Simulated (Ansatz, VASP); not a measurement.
# Sn: VASP beside Ansatz, part 2 of 3

Aim: how closely do two programs agree when they are given the same cell, functional and k mesh? The structure shown is the start of the Ansatz relaxation below; VASP solves that cell, so the two are compared at the walk's first step.

VASP 6.6.1 and Ansatz 0.2.0.

So far: Starting point; Ansatz: relaxation, PBEsol.

## (3) VASP: single point, PBEsol, start cell

Level of this step: PBEsol; plane waves and PAW (Sn_d) (VASP).

The same cell, functional, mesh and smearing now go to VASP, with its own data sets.

Lines of VASP's logs that name or quote its potential files are left out, and so is its time.

File INCAR:

```
SYSTEM = Sn
PREC = Accurate
ENCUT = 400
EDIFF = 1E-06
NELM = 120
ISMEAR = 0
SIGMA = 0.015
LREAL = .FALSE.
ALGO = Normal
GGA = PS
NBANDS = 20
LORBIT = 11
LWAVE = .FALSE.
LCHARG = .FALSE.
ISIF = 2
ISYM = 2
LASPH = .TRUE.
GGA_COMPAT = .FALSE.
KPAR = 2
```

File POSCAR:

```
Sn
1.0
   -0.0569230000      3.2781380000      3.2781380000
    3.2781380000     -0.0569230000      3.2781380000
    3.2781380000      3.2781380000     -0.0569230000
Sn
2
Direct
    0.4990869091      0.4990869091      0.4990869091
    0.7509130524      0.7509130524      0.7509130524
```

File KPOINTS:

```
Points of the shifted mesh
1728
Reciprocal
 0.0416666667  0.0416666667  0.0416666667 1
 0.0416666667  0.0416666667  0.1250000000 1
 0.0416666667  0.0416666667  0.2083333333 1
 0.0416666667  0.0416666667  0.2916666667 1
 0.0416666667  0.0416666667  0.3750000000 1
 0.0416666667  0.0416666667  0.4583333333 1
 0.0416666667  0.0416666667  0.5416666667 1
 0.0416666667  0.0416666667  0.6250000000 1
 0.0416666667  0.0416666667  0.7083333333 1
 0.0416666667  0.0416666667  0.7916666667 1
 0.0416666667  0.0416666667  0.8750000000 1
 0.0416666667  0.0416666667  0.9583333333 1
 0.0416666667  0.1250000000  0.0416666667 1
 0.0416666667  0.1250000000  0.1250000000 1
 0.0416666667  0.1250000000  0.2083333333 1
 0.0416666667  0.1250000000  0.2916666667 1
 0.0416666667  0.1250000000  0.3750000000 1
 0.0416666667  0.1250000000  0.4583333333 1
 0.0416666667  0.1250000000  0.5416666667 1
 0.0416666667  0.1250000000  0.6250000000 1
 0.0416666667  0.1250000000  0.7083333333 1
 0.0416666667  0.1250000000  0.7916666667 1
 0.0416666667  0.1250000000  0.8750000000 1
 0.0416666667  0.1250000000  0.9583333333 1
 0.0416666667  0.2083333333  0.0416666667 1
 0.0416666667  0.2083333333  0.1250000000 1
 0.0416666667  0.2083333333  0.2083333333 1
 0.0416666667  0.2083333333  0.2916666667 1
 0.0416666667  0.2083333333  0.3750000000 1
 0.0416666667  0.2083333333  0.4583333333 1
 0.0416666667  0.2083333333  0.5416666667 1
 0.0416666667  0.2083333333  0.6250000000 1
 0.0416666667  0.2083333333  0.7083333333 1
 0.0416666667  0.2083333333  0.7916666667 1
 0.0416666667  0.2083333333  0.8750000000 1
 0.0416666667  0.2083333333  0.9583333333 1
 0.0416666667  0.2916666667  0.0416666667 1
 0.0416666667  0.2916666667  0.1250000000 1
 0.0416666667  0.2916666667  0.2083333333 1
 0.0416666667  0.2916666667  0.2916666667 1
 0.0416666667  0.2916666667  0.3750000000 1
 0.0416666667  0.2916666667  0.4583333333 1
 0.0416666667  0.2916666667  0.5416666667 1
 0.0416666667  0.2916666667  0.6250000000 1
 0.0416666667  0.2916666667  0.7083333333 1
 0.0416666667  0.2916666667  0.7916666667 1
 0.0416666667  0.2916666667  0.8750000000 1
 0.0416666667  0.2916666667  0.9583333333 1
 0.0416666667  0.3750000000  0.0416666667 1
 0.0416666667  0.3750000000  0.1250000000 1
 0.0416666667  0.3750000000  0.2083333333 1
 0.0416666667  0.3750000000  0.2916666667 1
 0.0416666667  0.3750000000  0.3750000000 1
 0.0416666667  0.3750000000  0.4583333333 1
 0.0416666667  0.3750000000  0.5416666667 1
 0.0416666667  0.3750000000  0.6250000000 1
 0.0416666667  0.3750000000  0.7083333333 1
 0.0416666667  0.3750000000  0.7916666667 1
 0.0416666667  0.3750000000  0.8750000000 1
 0.0416666667  0.3750000000  0.9583333333 1
 0.0416666667  0.4583333333  0.0416666667 1
 0.0416666667  0.4583333333  0.1250000000 1
 0.0416666667  0.4583333333  0.2083333333 1
 0.0416666667  0.4583333333  0.2916666667 1
 0.0416666667  0.4583333333  0.3750000000 1
 0.0416666667  0.4583333333  0.4583333333 1
 0.0416666667  0.4583333333  0.5416666667 1
 0.0416666667  0.4583333333  0.6250000000 1
 0.0416666667  0.4583333333  0.7083333333 1
 0.0416666667  0.4583333333  0.7916666667 1
 0.0416666667  0.4583333333  0.8750000000 1
 0.0416666667  0.4583333333  0.9583333333 1
 0.0416666667  0.5416666667  0.0416666667 1
 0.0416666667  0.5416666667  0.1250000000 1
 0.0416666667  0.5416666667  0.2083333333 1
 0.0416666667  0.5416666667  0.2916666667 1
 0.0416666667  0.5416666667  0.3750000000 1
 0.0416666667  0.5416666667  0.4583333333 1
 0.0416666667  0.5416666667  0.5416666667 1
 0.0416666667  0.5416666667  0.6250000000 1
 0.0416666667  0.5416666667  0.7083333333 1
 0.0416666667  0.5416666667  0.7916666667 1
 0.0416666667  0.5416666667  0.8750000000 1
 0.0416666667  0.5416666667  0.9583333333 1
 0.0416666667  0.6250000000  0.0416666667 1
 0.0416666667  0.6250000000  0.1250000000 1
 0.0416666667  0.6250000000  0.2083333333 1
 0.0416666667  0.6250000000  0.2916666667 1
 0.0416666667  0.6250000000  0.3750000000 1
 0.0416666667  0.6250000000  0.4583333333 1
 0.0416666667  0.6250000000  0.5416666667 1
 0.0416666667  0.6250000000  0.6250000000 1
 0.0416666667  0.6250000000  0.7083333333 1
 0.0416666667  0.6250000000  0.7916666667 1
 0.0416666667  0.6250000000  0.8750000000 1
 0.0416666667  0.6250000000  0.9583333333 1
 0.0416666667  0.7083333333  0.0416666667 1
 0.0416666667  0.7083333333  0.1250000000 1
 0.0416666667  0.7083333333  0.2083333333 1
 0.0416666667  0.7083333333  0.2916666667 1
 0.0416666667  0.7083333333  0.3750000000 1
 0.0416666667  0.7083333333  0.4583333333 1
 0.0416666667  0.7083333333  0.5416666667 1
 0.0416666667  0.7083333333  0.6250000000 1
 0.0416666667  0.7083333333  0.7083333333 1
 0.0416666667  0.7083333333  0.7916666667 1
 0.0416666667  0.7083333333  0.8750000000 1
 0.0416666667  0.7083333333  0.9583333333 1
 0.0416666667  0.7916666667  0.0416666667 1
 0.0416666667  0.7916666667  0.1250000000 1
 0.0416666667  0.7916666667  0.2083333333 1
 0.0416666667  0.7916666667  0.2916666667 1
[... 1390 lines left out ...]
 0.8750000000  0.4583333333  0.1250000000 1
 0.8750000000  0.4583333333  0.2083333333 1
 0.8750000000  0.4583333333  0.2916666667 1
 0.8750000000  0.4583333333  0.3750000000 1
 0.8750000000  0.4583333333  0.4583333333 1
 0.8750000000  0.4583333333  0.5416666667 1
 0.8750000000  0.4583333333  0.6250000000 1
 0.8750000000  0.4583333333  0.7083333333 1
 0.8750000000  0.4583333333  0.7916666667 1
 0.8750000000  0.4583333333  0.8750000000 1
 0.8750000000  0.4583333333  0.9583333333 1
 0.8750000000  0.5416666667  0.0416666667 1
 0.8750000000  0.5416666667  0.1250000000 1
 0.8750000000  0.5416666667  0.2083333333 1
 0.8750000000  0.5416666667  0.2916666667 1
 0.8750000000  0.5416666667  0.3750000000 1
 0.8750000000  0.5416666667  0.4583333333 1
 0.8750000000  0.5416666667  0.5416666667 1
 0.8750000000  0.5416666667  0.6250000000 1
 0.8750000000  0.5416666667  0.7083333333 1
 0.8750000000  0.5416666667  0.7916666667 1
 0.8750000000  0.5416666667  0.8750000000 1
 0.8750000000  0.5416666667  0.9583333333 1
 0.8750000000  0.6250000000  0.0416666667 1
 0.8750000000  0.6250000000  0.1250000000 1
 0.8750000000  0.6250000000  0.2083333333 1
 0.8750000000  0.6250000000  0.2916666667 1
 0.8750000000  0.6250000000  0.3750000000 1
 0.8750000000  0.6250000000  0.4583333333 1
 0.8750000000  0.6250000000  0.5416666667 1
 0.8750000000  0.6250000000  0.6250000000 1
 0.8750000000  0.6250000000  0.7083333333 1
 0.8750000000  0.6250000000  0.7916666667 1
 0.8750000000  0.6250000000  0.8750000000 1
 0.8750000000  0.6250000000  0.9583333333 1
 0.8750000000  0.7083333333  0.0416666667 1
 0.8750000000  0.7083333333  0.1250000000 1
 0.8750000000  0.7083333333  0.2083333333 1
 0.8750000000  0.7083333333  0.2916666667 1
 0.8750000000  0.7083333333  0.3750000000 1
 0.8750000000  0.7083333333  0.4583333333 1
 0.8750000000  0.7083333333  0.5416666667 1
 0.8750000000  0.7083333333  0.6250000000 1
 0.8750000000  0.7083333333  0.7083333333 1
 0.8750000000  0.7083333333  0.7916666667 1
 0.8750000000  0.7083333333  0.8750000000 1
 0.8750000000  0.7083333333  0.9583333333 1
 0.8750000000  0.7916666667  0.0416666667 1
 0.8750000000  0.7916666667  0.1250000000 1
 0.8750000000  0.7916666667  0.2083333333 1
 0.8750000000  0.7916666667  0.2916666667 1
 0.8750000000  0.7916666667  0.3750000000 1
 0.8750000000  0.7916666667  0.4583333333 1
 0.8750000000  0.7916666667  0.5416666667 1
 0.8750000000  0.7916666667  0.6250000000 1
 0.8750000000  0.7916666667  0.7083333333 1
 0.8750000000  0.7916666667  0.7916666667 1
 0.8750000000  0.7916666667  0.8750000000 1
 0.8750000000  0.7916666667  0.9583333333 1
 0.8750000000  0.8750000000  0.0416666667 1
 0.8750000000  0.8750000000  0.1250000000 1
 0.8750000000  0.8750000000  0.2083333333 1
 0.8750000000  0.8750000000  0.2916666667 1
 0.8750000000  0.8750000000  0.3750000000 1
 0.8750000000  0.8750000000  0.4583333333 1
 0.8750000000  0.8750000000  0.5416666667 1
 0.8750000000  0.8750000000  0.6250000000 1
 0.8750000000  0.8750000000  0.7083333333 1
 0.8750000000  0.8750000000  0.7916666667 1
 0.8750000000  0.8750000000  0.8750000000 1
 0.8750000000  0.8750000000  0.9583333333 1
 0.8750000000  0.9583333333  0.0416666667 1
 0.8750000000  0.9583333333  0.1250000000 1
 0.8750000000  0.9583333333  0.2083333333 1
 0.8750000000  0.9583333333  0.2916666667 1
 0.8750000000  0.9583333333  0.3750000000 1
 0.8750000000  0.9583333333  0.4583333333 1
 0.8750000000  0.9583333333  0.5416666667 1
 0.8750000000  0.9583333333  0.6250000000 1
 0.8750000000  0.9583333333  0.7083333333 1
 0.8750000000  0.9583333333  0.7916666667 1
 0.8750000000  0.9583333333  0.8750000000 1
 0.8750000000  0.9583333333  0.9583333333 1
 0.9583333333  0.0416666667  0.0416666667 1
 0.9583333333  0.0416666667  0.1250000000 1
 0.9583333333  0.0416666667  0.2083333333 1
 0.9583333333  0.0416666667  0.2916666667 1
 0.9583333333  0.0416666667  0.3750000000 1
 0.9583333333  0.0416666667  0.4583333333 1
 0.9583333333  0.0416666667  0.5416666667 1
 0.9583333333  0.0416666667  0.6250000000 1
 0.9583333333  0.0416666667  0.7083333333 1
 0.9583333333  0.0416666667  0.7916666667 1
 0.9583333333  0.0416666667  0.8750000000 1
 0.9583333333  0.0416666667  0.9583333333 1
 0.9583333333  0.1250000000  0.0416666667 1
 0.9583333333  0.1250000000  0.1250000000 1
 0.9583333333  0.1250000000  0.2083333333 1
 0.9583333333  0.1250000000  0.2916666667 1
 0.9583333333  0.1250000000  0.3750000000 1
 0.9583333333  0.1250000000  0.4583333333 1
 0.9583333333  0.1250000000  0.5416666667 1
 0.9583333333  0.1250000000  0.6250000000 1
 0.9583333333  0.1250000000  0.7083333333 1
 0.9583333333  0.1250000000  0.7916666667 1
 0.9583333333  0.1250000000  0.8750000000 1
 0.9583333333  0.1250000000  0.9583333333 1
 0.9583333333  0.2083333333  0.0416666667 1
 0.9583333333  0.2083333333  0.1250000000 1
 0.9583333333  0.2083333333  0.2083333333 1
 0.9583333333  0.2083333333  0.2916666667 1
 0.9583333333  0.2083333333  0.3750000000 1
 0.9583333333  0.2083333333  0.4583333333 1
 0.9583333333  0.2083333333  0.5416666667 1
 0.9583333333  0.2083333333  0.6250000000 1
 0.9583333333  0.2083333333  0.7083333333 1
 0.9583333333  0.2083333333  0.7916666667 1
 0.9583333333  0.2083333333  0.8750000000 1
 0.9583333333  0.2083333333  0.9583333333 1
 0.9583333333  0.2916666667  0.0416666667 1
 0.9583333333  0.2916666667  0.1250000000 1
 0.9583333333  0.2916666667  0.2083333333 1
 0.9583333333  0.2916666667  0.2916666667 1
 0.9583333333  0.2916666667  0.3750000000 1
 0.9583333333  0.2916666667  0.4583333333 1
 0.9583333333  0.2916666667  0.5416666667 1
 0.9583333333  0.2916666667  0.6250000000 1
 0.9583333333  0.2916666667  0.7083333333 1
 0.9583333333  0.2916666667  0.7916666667 1
 0.9583333333  0.2916666667  0.8750000000 1
 0.9583333333  0.2916666667  0.9583333333 1
 0.9583333333  0.3750000000  0.0416666667 1
 0.9583333333  0.3750000000  0.1250000000 1
 0.9583333333  0.3750000000  0.2083333333 1
 0.9583333333  0.3750000000  0.2916666667 1
 0.9583333333  0.3750000000  0.3750000000 1
 0.9583333333  0.3750000000  0.4583333333 1
 0.9583333333  0.3750000000  0.5416666667 1
 0.9583333333  0.3750000000  0.6250000000 1
 0.9583333333  0.3750000000  0.7083333333 1
 0.9583333333  0.3750000000  0.7916666667 1
 0.9583333333  0.3750000000  0.8750000000 1
 0.9583333333  0.3750000000  0.9583333333 1
 0.9583333333  0.4583333333  0.0416666667 1
 0.9583333333  0.4583333333  0.1250000000 1
 0.9583333333  0.4583333333  0.2083333333 1
 0.9583333333  0.4583333333  0.2916666667 1
 0.9583333333  0.4583333333  0.3750000000 1
 0.9583333333  0.4583333333  0.4583333333 1
 0.9583333333  0.4583333333  0.5416666667 1
 0.9583333333  0.4583333333  0.6250000000 1
 0.9583333333  0.4583333333  0.7083333333 1
 0.9583333333  0.4583333333  0.7916666667 1
 0.9583333333  0.4583333333  0.8750000000 1
 0.9583333333  0.4583333333  0.9583333333 1
 0.9583333333  0.5416666667  0.0416666667 1
 0.9583333333  0.5416666667  0.1250000000 1
 0.9583333333  0.5416666667  0.2083333333 1
 0.9583333333  0.5416666667  0.2916666667 1
 0.9583333333  0.5416666667  0.3750000000 1
 0.9583333333  0.5416666667  0.4583333333 1
 0.9583333333  0.5416666667  0.5416666667 1
 0.9583333333  0.5416666667  0.6250000000 1
 0.9583333333  0.5416666667  0.7083333333 1
 0.9583333333  0.5416666667  0.7916666667 1
 0.9583333333  0.5416666667  0.8750000000 1
 0.9583333333  0.5416666667  0.9583333333 1
 0.9583333333  0.6250000000  0.0416666667 1
 0.9583333333  0.6250000000  0.1250000000 1
 0.9583333333  0.6250000000  0.2083333333 1
 0.9583333333  0.6250000000  0.2916666667 1
 0.9583333333  0.6250000000  0.3750000000 1
 0.9583333333  0.6250000000  0.4583333333 1
 0.9583333333  0.6250000000  0.5416666667 1
 0.9583333333  0.6250000000  0.6250000000 1
 0.9583333333  0.6250000000  0.7083333333 1
 0.9583333333  0.6250000000  0.7916666667 1
 0.9583333333  0.6250000000  0.8750000000 1
 0.9583333333  0.6250000000  0.9583333333 1
 0.9583333333  0.7083333333  0.0416666667 1
 0.9583333333  0.7083333333  0.1250000000 1
 0.9583333333  0.7083333333  0.2083333333 1
 0.9583333333  0.7083333333  0.2916666667 1
 0.9583333333  0.7083333333  0.3750000000 1
 0.9583333333  0.7083333333  0.4583333333 1
 0.9583333333  0.7083333333  0.5416666667 1
 0.9583333333  0.7083333333  0.6250000000 1
 0.9583333333  0.7083333333  0.7083333333 1
 0.9583333333  0.7083333333  0.7916666667 1
 0.9583333333  0.7083333333  0.8750000000 1
 0.9583333333  0.7083333333  0.9583333333 1
 0.9583333333  0.7916666667  0.0416666667 1
 0.9583333333  0.7916666667  0.1250000000 1
 0.9583333333  0.7916666667  0.2083333333 1
 0.9583333333  0.7916666667  0.2916666667 1
 0.9583333333  0.7916666667  0.3750000000 1
 0.9583333333  0.7916666667  0.4583333333 1
 0.9583333333  0.7916666667  0.5416666667 1
 0.9583333333  0.7916666667  0.6250000000 1
 0.9583333333  0.7916666667  0.7083333333 1
 0.9583333333  0.7916666667  0.7916666667 1
 0.9583333333  0.7916666667  0.8750000000 1
 0.9583333333  0.7916666667  0.9583333333 1
 0.9583333333  0.8750000000  0.0416666667 1
 0.9583333333  0.8750000000  0.1250000000 1
 0.9583333333  0.8750000000  0.2083333333 1
 0.9583333333  0.8750000000  0.2916666667 1
 0.9583333333  0.8750000000  0.3750000000 1
 0.9583333333  0.8750000000  0.4583333333 1
 0.9583333333  0.8750000000  0.5416666667 1
 0.9583333333  0.8750000000  0.6250000000 1
 0.9583333333  0.8750000000  0.7083333333 1
 0.9583333333  0.8750000000  0.7916666667 1
 0.9583333333  0.8750000000  0.8750000000 1
 0.9583333333  0.8750000000  0.9583333333 1
 0.9583333333  0.9583333333  0.0416666667 1
 0.9583333333  0.9583333333  0.1250000000 1
 0.9583333333  0.9583333333  0.2083333333 1
 0.9583333333  0.9583333333  0.2916666667 1
 0.9583333333  0.9583333333  0.3750000000 1
 0.9583333333  0.9583333333  0.4583333333 1
 0.9583333333  0.9583333333  0.5416666667 1
 0.9583333333  0.9583333333  0.6250000000 1
 0.9583333333  0.9583333333  0.7083333333 1
 0.9583333333  0.9583333333  0.7916666667 1
 0.9583333333  0.9583333333  0.8750000000 1
 0.9583333333  0.9583333333  0.9583333333 1
```

Potentials, in the order of the species: Sn_d (PBE family, release 64).

Run with:

```console
$ mpirun -np 2 vasp_std
```

The program printed:

```text
[banner, memory and clock lines left out]
running    2 mpi-ranks, on    1 nodes
 distrk:  each k-point on    1 cores,    2 groups
 distr:  one band on    1 cores,    1 groups

 POSCAR found type information on POSCAR Sn
 POSCAR found :  1 types and       2 ions
|                                                                             |
|               ----> ADVICE to this user running VASP <----                  |
|                                                                             |
|     You enforced a specific xc type in the INCAR file but a different       |
|     [... a line on the potential file left out ...]
|     I HOPE YOU KNOW WHAT YOU ARE DOING!                                     |
|                                                                             |

 LDA part: xc-table for (Slater+PW92), standard interpolation
 POSCAR, INCAR and KPOINTS ok, starting setup
 FFT: planning ... GRIDC
 FFT: planning ... GRID_SOFT
 FFT: planning ... GRID
 WAVECAR not read
 entering main loop
       N       E                     dE             d eps       ncg     rms          rms(c)
DAV:   1     0.206538348701E+03    0.20654E+03   -0.13253E+04 69660   0.172E+03
DAV:   2     0.129477588404E+02   -0.19359E+03   -0.19018E+03 69516   0.398E+02
DAV:   3    -0.787747859813E+01   -0.20825E+02   -0.20714E+02 79600   0.134E+02
DAV:   4    -0.851875599451E+01   -0.64128E+00   -0.64097E+00 77916   0.270E+01
DAV:   5    -0.854018684864E+01   -0.21431E-01   -0.21430E-01 93460   0.472E+00    0.301E+00
DAV:   6    -0.847852230781E+01    0.61665E-01   -0.41034E-02 92916   0.268E+00    0.170E+00
DAV:   7    -0.844899534568E+01    0.29527E-01   -0.50621E-02 78040   0.257E+00    0.164E-01
DAV:   8    -0.844984528155E+01   -0.84994E-03   -0.70630E-03 75628   0.104E+00    0.514E-02
DAV:   9    -0.845009239032E+01   -0.24711E-03   -0.32304E-04 87936   0.144E-01    0.184E-02
DAV:  10    -0.845012768068E+01   -0.35290E-04   -0.41758E-05 76068   0.489E-02    0.494E-03
DAV:  11    -0.845012980161E+01   -0.21209E-05   -0.30403E-06 63128   0.136E-02    0.196E-03
DAV:  12    -0.845012997566E+01   -0.17405E-06   -0.71185E-07 59828   0.812E-03
   1 F= -.84501300E+01 E0= -.84501115E+01  d E =-.369084E-04
```

(Continued in part 3 of 3.)

[Lines on the potential files, build, host, timing and source positions are cut from VASP's logs without a mark.]

[Logs are printed without paths, hosts, clocks, repeated set-up lines and the standing remarks that a program may print on its own settings, such as how far it seeks lower states.]

[Hosts, paths, dates, database ids (printed as entryN), source tags and the programs' standing remarks are cut or masked in the printed files.]
